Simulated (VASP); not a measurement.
A run of VASP 6.6.1 is set up as follows.

Contents of INCAR:

```
  PREC = Accurate
  ENCUT = 520
  EDIFF = 1E-7
  ISMEAR = -1
  SIGMA = 0.05
  LREAL = F
  LASPH = T
  NELM = 100
  ALGO = Normal
  ISIF = 2
  LWAVE = F
  LCHARG = F
  GGA = PE
  IVDW = 2
  LORBIT = 10
  KPAR = 4
```

Contents of KPOINTS:

```
Automatic mesh
0
Gamma
  6 6 3
```

File POSCAR:

```
Ta3AsAu2O13
1.0
    5.4520400000      0.0000000000      0.0000000000
   -2.7260200000      4.7216100000      0.0000000000
    0.0000000000      0.0000000000      9.5790200000
Ta As Au O
3 1 2 13
Direct
    0.0000000000      0.0000000000      0.1940800000
    0.0000000000      0.0000000000      0.8059200000
    0.6666700000      0.3333300000      0.0000000000
    0.0000000000      0.0000000000      0.5000000000
    0.3333300000      0.6666700000      0.2742800000
    0.3333300000      0.6666700000      0.7257200000
    0.0000000000      0.0000000000      0.0000000000
    0.2394700000      0.9712900000      0.3640200000
    0.0287100000      0.2681800000      0.3640200000
    0.7318200000      0.7605300000      0.3640200000
    0.2394700000      0.9712900000      0.6359800000
    0.0287100000      0.2681800000      0.6359800000
    0.7318200000      0.7605300000      0.6359800000
    0.3845200000      0.3342500000      0.8584400000
    0.6657500000      0.0502600000      0.8584400000
    0.9497400000      0.6154800000      0.8584400000
    0.3845200000      0.3342500000      0.1415600000
    0.6657500000      0.0502600000      0.1415600000
    0.9497400000      0.6154800000      0.1415600000
```

Potentials or basis: VASP PAW PBE potentials, release 64 (Ta_pv, As, Au, O).

Command:

```sh
$ cat potpaw_PBE.64/Ta_pv/POTCAR potpaw_PBE.64/As/POTCAR potpaw_PBE.64/Au/POTCAR potpaw_PBE.64/O/POTCAR > POTCAR
$ mpirun -np 4 vasp_std > vasp.out
```

Question: What does it give for the Hirshfeld charges?

Answer: Ta +0.74, +0.86; As +0.54; Au +0.55; O -0.34, -0.27 e.

Question: What does it give for the dispersion energy per atom?

Answer: -0.175 eV.

Question: Estimate the band gap on the k mesh.

Answer: None (metal or under the smearing width).

Question: Predict the pressure.

Answer: -1.6 GPa.

Question: What does it give for the largest force?

Answer: 0.496 eV/Å.

Stress tensor (GPa, compression positive):
```
-1.77  0.00  0.00
 0.00 -1.77  0.00
 0.00  0.00 -1.30
```

Caveat: atom-pairwise D2, TS and ULG terms overbind metals; pairwise dispersion overbinds metals, which lowers pressure and volume. Spin-orbit coupling is left out, which matters for the levels of Au, Ta.
